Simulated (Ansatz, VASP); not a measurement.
# Cross-check of Sn between VASP and Ansatz, part 2 of 3

One calculation is typed for both programs; each brings its own data sets. How far apart do they land? The structure shown is the end of the Ansatz relaxation below.

VASP 6.6.1 and Ansatz 0.2.0.

So far: Set-up; Ansatz: relaxation, r2SCAN.

## Step 3: VASP: single point, r2SCAN

Level of this step: r2SCAN; plane waves and PAW (Sn_d) (VASP).

The same cell, functional, mesh and smearing now go to VASP, with its own data sets.

Lines of VASP's logs that name or quote its potential files are left out, and so is its time.

INCAR

```
SYSTEM = Sn
PREC = Accurate
ENCUT = 550
EDIFF = 1E-06
NELM = 120
ISMEAR = 0
SIGMA = 0.015
LREAL = .FALSE.
ALGO = Normal
METAGGA = R2SCAN
LASPH = .TRUE.
NBANDS = 20
LORBIT = 11
LWAVE = .FALSE.
LCHARG = .FALSE.
ISIF = 2
ISYM = 2
GGA_COMPAT = .FALSE.
LMIXTAU = .TRUE.
KPAR = 2
```

POSCAR

```
Sn
1.0
    0.0000000000      3.2510945418      3.3141721566
    3.2510945418      0.0000000000      3.3141721566
    3.2510945418      3.2510945418      0.0000000000
Sn
2
Direct
    0.4999517041      0.4999517041      0.4999799555
    0.7500482959      0.7500482959      0.7500200445
```

KPOINTS

```
Points of the shifted mesh
1728
Reciprocal
 0.0416666667  0.0416666667  0.0416666667 1
 0.0416666667  0.0416666667  0.1250000000 1
 0.0416666667  0.0416666667  0.2083333333 1
 0.0416666667  0.0416666667  0.2916666667 1
 0.0416666667  0.0416666667  0.3750000000 1
 0.0416666667  0.0416666667  0.4583333333 1
 0.0416666667  0.0416666667  0.5416666667 1
 0.0416666667  0.0416666667  0.6250000000 1
 0.0416666667  0.0416666667  0.7083333333 1
 0.0416666667  0.0416666667  0.7916666667 1
 0.0416666667  0.0416666667  0.8750000000 1
 0.0416666667  0.0416666667  0.9583333333 1
 0.0416666667  0.1250000000  0.0416666667 1
 0.0416666667  0.1250000000  0.1250000000 1
 0.0416666667  0.1250000000  0.2083333333 1
 0.0416666667  0.1250000000  0.2916666667 1
 0.0416666667  0.1250000000  0.3750000000 1
 0.0416666667  0.1250000000  0.4583333333 1
 0.0416666667  0.1250000000  0.5416666667 1
 0.0416666667  0.1250000000  0.6250000000 1
 0.0416666667  0.1250000000  0.7083333333 1
 0.0416666667  0.1250000000  0.7916666667 1
 0.0416666667  0.1250000000  0.8750000000 1
 0.0416666667  0.1250000000  0.9583333333 1
 0.0416666667  0.2083333333  0.0416666667 1
 0.0416666667  0.2083333333  0.1250000000 1
 0.0416666667  0.2083333333  0.2083333333 1
 0.0416666667  0.2083333333  0.2916666667 1
 0.0416666667  0.2083333333  0.3750000000 1
 0.0416666667  0.2083333333  0.4583333333 1
 0.0416666667  0.2083333333  0.5416666667 1
 0.0416666667  0.2083333333  0.6250000000 1
 0.0416666667  0.2083333333  0.7083333333 1
 0.0416666667  0.2083333333  0.7916666667 1
 0.0416666667  0.2083333333  0.8750000000 1
 0.0416666667  0.2083333333  0.9583333333 1
 0.0416666667  0.2916666667  0.0416666667 1
 0.0416666667  0.2916666667  0.1250000000 1
 0.0416666667  0.2916666667  0.2083333333 1
 0.0416666667  0.2916666667  0.2916666667 1
 0.0416666667  0.2916666667  0.3750000000 1
 0.0416666667  0.2916666667  0.4583333333 1
 0.0416666667  0.2916666667  0.5416666667 1
 0.0416666667  0.2916666667  0.6250000000 1
 0.0416666667  0.2916666667  0.7083333333 1
 0.0416666667  0.2916666667  0.7916666667 1
 0.0416666667  0.2916666667  0.8750000000 1
 0.0416666667  0.2916666667  0.9583333333 1
 0.0416666667  0.3750000000  0.0416666667 1
 0.0416666667  0.3750000000  0.1250000000 1
 0.0416666667  0.3750000000  0.2083333333 1
 0.0416666667  0.3750000000  0.2916666667 1
 0.0416666667  0.3750000000  0.3750000000 1
 0.0416666667  0.3750000000  0.4583333333 1
 0.0416666667  0.3750000000  0.5416666667 1
 0.0416666667  0.3750000000  0.6250000000 1
 0.0416666667  0.3750000000  0.7083333333 1
 0.0416666667  0.3750000000  0.7916666667 1
 0.0416666667  0.3750000000  0.8750000000 1
 0.0416666667  0.3750000000  0.9583333333 1
 0.0416666667  0.4583333333  0.0416666667 1
 0.0416666667  0.4583333333  0.1250000000 1
 0.0416666667  0.4583333333  0.2083333333 1
 0.0416666667  0.4583333333  0.2916666667 1
 0.0416666667  0.4583333333  0.3750000000 1
 0.0416666667  0.4583333333  0.4583333333 1
 0.0416666667  0.4583333333  0.5416666667 1
 0.0416666667  0.4583333333  0.6250000000 1
 0.0416666667  0.4583333333  0.7083333333 1
 0.0416666667  0.4583333333  0.7916666667 1
 0.0416666667  0.4583333333  0.8750000000 1
 0.0416666667  0.4583333333  0.9583333333 1
 0.0416666667  0.5416666667  0.0416666667 1
 0.0416666667  0.5416666667  0.1250000000 1
 0.0416666667  0.5416666667  0.2083333333 1
 0.0416666667  0.5416666667  0.2916666667 1
 0.0416666667  0.5416666667  0.3750000000 1
 0.0416666667  0.5416666667  0.4583333333 1
 0.0416666667  0.5416666667  0.5416666667 1
 0.0416666667  0.5416666667  0.6250000000 1
 0.0416666667  0.5416666667  0.7083333333 1
 0.0416666667  0.5416666667  0.7916666667 1
 0.0416666667  0.5416666667  0.8750000000 1
 0.0416666667  0.5416666667  0.9583333333 1
 0.0416666667  0.6250000000  0.0416666667 1
 0.0416666667  0.6250000000  0.1250000000 1
 0.0416666667  0.6250000000  0.2083333333 1
 0.0416666667  0.6250000000  0.2916666667 1
 0.0416666667  0.6250000000  0.3750000000 1
 0.0416666667  0.6250000000  0.4583333333 1
 0.0416666667  0.6250000000  0.5416666667 1
 0.0416666667  0.6250000000  0.6250000000 1
 0.0416666667  0.6250000000  0.7083333333 1
 0.0416666667  0.6250000000  0.7916666667 1
 0.0416666667  0.6250000000  0.8750000000 1
 0.0416666667  0.6250000000  0.9583333333 1
 0.0416666667  0.7083333333  0.0416666667 1
 0.0416666667  0.7083333333  0.1250000000 1
 0.0416666667  0.7083333333  0.2083333333 1
 0.0416666667  0.7083333333  0.2916666667 1
 0.0416666667  0.7083333333  0.3750000000 1
 0.0416666667  0.7083333333  0.4583333333 1
 0.0416666667  0.7083333333  0.5416666667 1
 0.0416666667  0.7083333333  0.6250000000 1
 0.0416666667  0.7083333333  0.7083333333 1
 0.0416666667  0.7083333333  0.7916666667 1
 0.0416666667  0.7083333333  0.8750000000 1
 0.0416666667  0.7083333333  0.9583333333 1
 0.0416666667  0.7916666667  0.0416666667 1
 0.0416666667  0.7916666667  0.1250000000 1
 0.0416666667  0.7916666667  0.2083333333 1
 0.0416666667  0.7916666667  0.2916666667 1
[... 1390 lines left out ...]
 0.8750000000  0.4583333333  0.1250000000 1
 0.8750000000  0.4583333333  0.2083333333 1
 0.8750000000  0.4583333333  0.2916666667 1
 0.8750000000  0.4583333333  0.3750000000 1
 0.8750000000  0.4583333333  0.4583333333 1
 0.8750000000  0.4583333333  0.5416666667 1
 0.8750000000  0.4583333333  0.6250000000 1
 0.8750000000  0.4583333333  0.7083333333 1
 0.8750000000  0.4583333333  0.7916666667 1
 0.8750000000  0.4583333333  0.8750000000 1
 0.8750000000  0.4583333333  0.9583333333 1
 0.8750000000  0.5416666667  0.0416666667 1
 0.8750000000  0.5416666667  0.1250000000 1
 0.8750000000  0.5416666667  0.2083333333 1
 0.8750000000  0.5416666667  0.2916666667 1
 0.8750000000  0.5416666667  0.3750000000 1
 0.8750000000  0.5416666667  0.4583333333 1
 0.8750000000  0.5416666667  0.5416666667 1
 0.8750000000  0.5416666667  0.6250000000 1
 0.8750000000  0.5416666667  0.7083333333 1
 0.8750000000  0.5416666667  0.7916666667 1
 0.8750000000  0.5416666667  0.8750000000 1
 0.8750000000  0.5416666667  0.9583333333 1
 0.8750000000  0.6250000000  0.0416666667 1
 0.8750000000  0.6250000000  0.1250000000 1
 0.8750000000  0.6250000000  0.2083333333 1
 0.8750000000  0.6250000000  0.2916666667 1
 0.8750000000  0.6250000000  0.3750000000 1
 0.8750000000  0.6250000000  0.4583333333 1
 0.8750000000  0.6250000000  0.5416666667 1
 0.8750000000  0.6250000000  0.6250000000 1
 0.8750000000  0.6250000000  0.7083333333 1
 0.8750000000  0.6250000000  0.7916666667 1
 0.8750000000  0.6250000000  0.8750000000 1
 0.8750000000  0.6250000000  0.9583333333 1
 0.8750000000  0.7083333333  0.0416666667 1
 0.8750000000  0.7083333333  0.1250000000 1
 0.8750000000  0.7083333333  0.2083333333 1
 0.8750000000  0.7083333333  0.2916666667 1
 0.8750000000  0.7083333333  0.3750000000 1
 0.8750000000  0.7083333333  0.4583333333 1
 0.8750000000  0.7083333333  0.5416666667 1
 0.8750000000  0.7083333333  0.6250000000 1
 0.8750000000  0.7083333333  0.7083333333 1
 0.8750000000  0.7083333333  0.7916666667 1
 0.8750000000  0.7083333333  0.8750000000 1
 0.8750000000  0.7083333333  0.9583333333 1
 0.8750000000  0.7916666667  0.0416666667 1
 0.8750000000  0.7916666667  0.1250000000 1
 0.8750000000  0.7916666667  0.2083333333 1
 0.8750000000  0.7916666667  0.2916666667 1
 0.8750000000  0.7916666667  0.3750000000 1
 0.8750000000  0.7916666667  0.4583333333 1
 0.8750000000  0.7916666667  0.5416666667 1
 0.8750000000  0.7916666667  0.6250000000 1
 0.8750000000  0.7916666667  0.7083333333 1
 0.8750000000  0.7916666667  0.7916666667 1
 0.8750000000  0.7916666667  0.8750000000 1
 0.8750000000  0.7916666667  0.9583333333 1
 0.8750000000  0.8750000000  0.0416666667 1
 0.8750000000  0.8750000000  0.1250000000 1
 0.8750000000  0.8750000000  0.2083333333 1
 0.8750000000  0.8750000000  0.2916666667 1
 0.8750000000  0.8750000000  0.3750000000 1
 0.8750000000  0.8750000000  0.4583333333 1
 0.8750000000  0.8750000000  0.5416666667 1
 0.8750000000  0.8750000000  0.6250000000 1
 0.8750000000  0.8750000000  0.7083333333 1
 0.8750000000  0.8750000000  0.7916666667 1
 0.8750000000  0.8750000000  0.8750000000 1
 0.8750000000  0.8750000000  0.9583333333 1
 0.8750000000  0.9583333333  0.0416666667 1
 0.8750000000  0.9583333333  0.1250000000 1
 0.8750000000  0.9583333333  0.2083333333 1
 0.8750000000  0.9583333333  0.2916666667 1
 0.8750000000  0.9583333333  0.3750000000 1
 0.8750000000  0.9583333333  0.4583333333 1
 0.8750000000  0.9583333333  0.5416666667 1
 0.8750000000  0.9583333333  0.6250000000 1
 0.8750000000  0.9583333333  0.7083333333 1
 0.8750000000  0.9583333333  0.7916666667 1
 0.8750000000  0.9583333333  0.8750000000 1
 0.8750000000  0.9583333333  0.9583333333 1
 0.9583333333  0.0416666667  0.0416666667 1
 0.9583333333  0.0416666667  0.1250000000 1
 0.9583333333  0.0416666667  0.2083333333 1
 0.9583333333  0.0416666667  0.2916666667 1
 0.9583333333  0.0416666667  0.3750000000 1
 0.9583333333  0.0416666667  0.4583333333 1
 0.9583333333  0.0416666667  0.5416666667 1
 0.9583333333  0.0416666667  0.6250000000 1
 0.9583333333  0.0416666667  0.7083333333 1
 0.9583333333  0.0416666667  0.7916666667 1
 0.9583333333  0.0416666667  0.8750000000 1
 0.9583333333  0.0416666667  0.9583333333 1
 0.9583333333  0.1250000000  0.0416666667 1
 0.9583333333  0.1250000000  0.1250000000 1
 0.9583333333  0.1250000000  0.2083333333 1
 0.9583333333  0.1250000000  0.2916666667 1
 0.9583333333  0.1250000000  0.3750000000 1
 0.9583333333  0.1250000000  0.4583333333 1
 0.9583333333  0.1250000000  0.5416666667 1
 0.9583333333  0.1250000000  0.6250000000 1
 0.9583333333  0.1250000000  0.7083333333 1
 0.9583333333  0.1250000000  0.7916666667 1
 0.9583333333  0.1250000000  0.8750000000 1
 0.9583333333  0.1250000000  0.9583333333 1
 0.9583333333  0.2083333333  0.0416666667 1
 0.9583333333  0.2083333333  0.1250000000 1
 0.9583333333  0.2083333333  0.2083333333 1
 0.9583333333  0.2083333333  0.2916666667 1
 0.9583333333  0.2083333333  0.3750000000 1
 0.9583333333  0.2083333333  0.4583333333 1
 0.9583333333  0.2083333333  0.5416666667 1
 0.9583333333  0.2083333333  0.6250000000 1
 0.9583333333  0.2083333333  0.7083333333 1
 0.9583333333  0.2083333333  0.7916666667 1
 0.9583333333  0.2083333333  0.8750000000 1
 0.9583333333  0.2083333333  0.9583333333 1
 0.9583333333  0.2916666667  0.0416666667 1
 0.9583333333  0.2916666667  0.1250000000 1
 0.9583333333  0.2916666667  0.2083333333 1
 0.9583333333  0.2916666667  0.2916666667 1
 0.9583333333  0.2916666667  0.3750000000 1
 0.9583333333  0.2916666667  0.4583333333 1
 0.9583333333  0.2916666667  0.5416666667 1
 0.9583333333  0.2916666667  0.6250000000 1
 0.9583333333  0.2916666667  0.7083333333 1
 0.9583333333  0.2916666667  0.7916666667 1
 0.9583333333  0.2916666667  0.8750000000 1
 0.9583333333  0.2916666667  0.9583333333 1
 0.9583333333  0.3750000000  0.0416666667 1
 0.9583333333  0.3750000000  0.1250000000 1
 0.9583333333  0.3750000000  0.2083333333 1
 0.9583333333  0.3750000000  0.2916666667 1
 0.9583333333  0.3750000000  0.3750000000 1
 0.9583333333  0.3750000000  0.4583333333 1
 0.9583333333  0.3750000000  0.5416666667 1
 0.9583333333  0.3750000000  0.6250000000 1
 0.9583333333  0.3750000000  0.7083333333 1
 0.9583333333  0.3750000000  0.7916666667 1
 0.9583333333  0.3750000000  0.8750000000 1
 0.9583333333  0.3750000000  0.9583333333 1
 0.9583333333  0.4583333333  0.0416666667 1
 0.9583333333  0.4583333333  0.1250000000 1
 0.9583333333  0.4583333333  0.2083333333 1
 0.9583333333  0.4583333333  0.2916666667 1
 0.9583333333  0.4583333333  0.3750000000 1
 0.9583333333  0.4583333333  0.4583333333 1
 0.9583333333  0.4583333333  0.5416666667 1
 0.9583333333  0.4583333333  0.6250000000 1
 0.9583333333  0.4583333333  0.7083333333 1
 0.9583333333  0.4583333333  0.7916666667 1
 0.9583333333  0.4583333333  0.8750000000 1
 0.9583333333  0.4583333333  0.9583333333 1
 0.9583333333  0.5416666667  0.0416666667 1
 0.9583333333  0.5416666667  0.1250000000 1
 0.9583333333  0.5416666667  0.2083333333 1
 0.9583333333  0.5416666667  0.2916666667 1
 0.9583333333  0.5416666667  0.3750000000 1
 0.9583333333  0.5416666667  0.4583333333 1
 0.9583333333  0.5416666667  0.5416666667 1
 0.9583333333  0.5416666667  0.6250000000 1
 0.9583333333  0.5416666667  0.7083333333 1
 0.9583333333  0.5416666667  0.7916666667 1
 0.9583333333  0.5416666667  0.8750000000 1
 0.9583333333  0.5416666667  0.9583333333 1
 0.9583333333  0.6250000000  0.0416666667 1
 0.9583333333  0.6250000000  0.1250000000 1
 0.9583333333  0.6250000000  0.2083333333 1
 0.9583333333  0.6250000000  0.2916666667 1
 0.9583333333  0.6250000000  0.3750000000 1
 0.9583333333  0.6250000000  0.4583333333 1
 0.9583333333  0.6250000000  0.5416666667 1
 0.9583333333  0.6250000000  0.6250000000 1
 0.9583333333  0.6250000000  0.7083333333 1
 0.9583333333  0.6250000000  0.7916666667 1
 0.9583333333  0.6250000000  0.8750000000 1
 0.9583333333  0.6250000000  0.9583333333 1
 0.9583333333  0.7083333333  0.0416666667 1
 0.9583333333  0.7083333333  0.1250000000 1
 0.9583333333  0.7083333333  0.2083333333 1
 0.9583333333  0.7083333333  0.2916666667 1
 0.9583333333  0.7083333333  0.3750000000 1
 0.9583333333  0.7083333333  0.4583333333 1
 0.9583333333  0.7083333333  0.5416666667 1
 0.9583333333  0.7083333333  0.6250000000 1
 0.9583333333  0.7083333333  0.7083333333 1
 0.9583333333  0.7083333333  0.7916666667 1
 0.9583333333  0.7083333333  0.8750000000 1
 0.9583333333  0.7083333333  0.9583333333 1
 0.9583333333  0.7916666667  0.0416666667 1
 0.9583333333  0.7916666667  0.1250000000 1
 0.9583333333  0.7916666667  0.2083333333 1
 0.9583333333  0.7916666667  0.2916666667 1
 0.9583333333  0.7916666667  0.3750000000 1
 0.9583333333  0.7916666667  0.4583333333 1
 0.9583333333  0.7916666667  0.5416666667 1
 0.9583333333  0.7916666667  0.6250000000 1
 0.9583333333  0.7916666667  0.7083333333 1
 0.9583333333  0.7916666667  0.7916666667 1
 0.9583333333  0.7916666667  0.8750000000 1
 0.9583333333  0.7916666667  0.9583333333 1
 0.9583333333  0.8750000000  0.0416666667 1
 0.9583333333  0.8750000000  0.1250000000 1
 0.9583333333  0.8750000000  0.2083333333 1
 0.9583333333  0.8750000000  0.2916666667 1
 0.9583333333  0.8750000000  0.3750000000 1
 0.9583333333  0.8750000000  0.4583333333 1
 0.9583333333  0.8750000000  0.5416666667 1
 0.9583333333  0.8750000000  0.6250000000 1
 0.9583333333  0.8750000000  0.7083333333 1
 0.9583333333  0.8750000000  0.7916666667 1
 0.9583333333  0.8750000000  0.8750000000 1
 0.9583333333  0.8750000000  0.9583333333 1
 0.9583333333  0.9583333333  0.0416666667 1
 0.9583333333  0.9583333333  0.1250000000 1
 0.9583333333  0.9583333333  0.2083333333 1
 0.9583333333  0.9583333333  0.2916666667 1
 0.9583333333  0.9583333333  0.3750000000 1
 0.9583333333  0.9583333333  0.4583333333 1
 0.9583333333  0.9583333333  0.5416666667 1
 0.9583333333  0.9583333333  0.6250000000 1
 0.9583333333  0.9583333333  0.7083333333 1
 0.9583333333  0.9583333333  0.7916666667 1
 0.9583333333  0.9583333333  0.8750000000 1
 0.9583333333  0.9583333333  0.9583333333 1
```

Potentials, in the order of the species: Sn_d (PBE family, release 64).

Command:

```sh
$ mpirun -np 2 vasp_std
```

The program printed:

```text
[banner, memory and clock lines left out]
running    2 mpi-ranks, on    1 nodes
 distrk:  each k-point on    1 cores,    2 groups
 distr:  one band on    1 cores,    1 groups

 POSCAR found type information on POSCAR Sn
 POSCAR found :  1 types and       2 ions
|                                                                             |
|               ----> ADVICE to this user running VASP <----                  |
|                                                                             |
|     You enforced a specific xc type in the INCAR file but a different       |
|     [... a line on the potential file left out ...]
|     I HOPE YOU KNOW WHAT YOU ARE DOING!                                     |
|                                                                             |

 LDA part: xc-table for (None), standard interpolation
 POSCAR, INCAR and KPOINTS ok, starting setup
 FFT: planning ... GRIDC
 FFT: planning ... GRID_SOFT
 FFT: planning ... GRID
 WAVECAR not read
 entering main loop
       N       E                     dE             d eps       ncg     rms          rms(c)
DAV:   1     0.187198013377E+03    0.18720E+03   -0.15866E+04 69480   0.214E+03
DAV:   2    -0.286906608737E+02   -0.21589E+03   -0.21192E+03 69280   0.466E+02
DAV:   3    -0.528872800671E+02   -0.24197E+02   -0.24044E+02 78768   0.150E+02
DAV:   4    -0.536858038599E+02   -0.79852E+00   -0.79813E+00 78592   0.304E+01
DAV:   5    -0.537165032606E+02   -0.30699E-01   -0.30699E-01100384   0.570E+00    0.476E+00
DAV:   6    -0.496008976217E+02    0.41156E+01   -0.13617E+00 73628   0.197E+01    0.229E+00
DAV:   7    -0.490387981934E+02    0.56210E+00   -0.47037E-01 71396   0.818E+00    0.886E-01
DAV:   8    -0.495483892388E+02   -0.50959E+00   -0.35138E-01 69272   0.543E+00    0.382E-01
DAV:   9    -0.494832763655E+02    0.65113E-01   -0.22438E-02 77312   0.127E+00    0.247E-01
DAV:  10    -0.494799586825E+02    0.33177E-02   -0.35560E-03 71660   0.583E-01    0.211E-01
DAV:  11    -0.494854972973E+02   -0.55386E-02   -0.49605E-03 72272   0.781E-01    0.327E-02
DAV:  12    -0.494921569425E+02   -0.66596E-02   -0.24003E-03 69544   0.553E-01    0.202E-02
DAV:  13    -0.494929256613E+02   -0.76872E-03   -0.17417E-04 79944   0.118E-01    0.131E-02
DAV:  14    -0.494938094122E+02   -0.88375E-03   -0.36050E-04 69496   0.205E-01    0.407E-03
DAV:  15    -0.494938270502E+02   -0.17638E-04   -0.32271E-05 71868   0.602E-02    0.249E-03
DAV:  16    -0.494938323498E+02   -0.52997E-05   -0.74613E-06 56680   0.279E-02    0.178E-03
DAV:  17    -0.494938357913E+02   -0.34415E-05   -0.13543E-06 60524   0.125E-02    0.157E-03
DAV:  18    -0.494938350769E+02    0.71448E-06   -0.22542E-07 48220   0.525E-03
   1 F= -.49493835E+02 E0= -.49493835E+02  d E =-.140657E-07
```

(Part 2 of 3 ends here.)

[Lines on the potential files, build, host, timing and source positions are cut from VASP's logs without a mark.]

[Logs are printed without paths, hosts, clocks, repeated set-up lines and the standing remarks that a program may print on its own settings, such as how far it seeks lower states.]

[Hosts, paths, dates, database ids (printed as entryN), source tags and the programs' standing remarks are cut or masked in the printed files.]
